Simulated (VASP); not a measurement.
Given:

```
CELL_PARAMETERS angstrom
     -1.64192     1.65012     1.64192
      1.64192    -1.65012     1.64192
      1.64192     1.65012    -1.64192
ATOMIC_POSITIONS crystal
  Ta 0.00000 0.00000 0.00000
```

These are PBEsol GGA, VASP's PBE PAW potentials (set 64) (plane waves; VASP) values and carry that method's errors. Run with 480 eV cut-off, 14×14×14 Γ-centred mesh, first-order Methfessel-Paxton smearing of 0.10 eV, potentials Ta_pv.

Unless said otherwise, spin-orbit coupling is left out, though it shifts the bands of the heavy elements here.

Question: What does the run give for the energy per atom (σ→0), pressure, band gap (on the k-mesh) with the smallest direct gap where there is one?

Answer: 
```
Item                                                        Result
------------------------  ----------------------------------------
band gap (on the k-mesh)  none (metal, semimetal or under 0.01 eV)
energy per atom (σ→0)                              -12.557 eV/atom
pressure                                                 -1.08 GPa
```

The compound is Ta in the bcc structure. This cell was strained or had an atom moved on purpose.
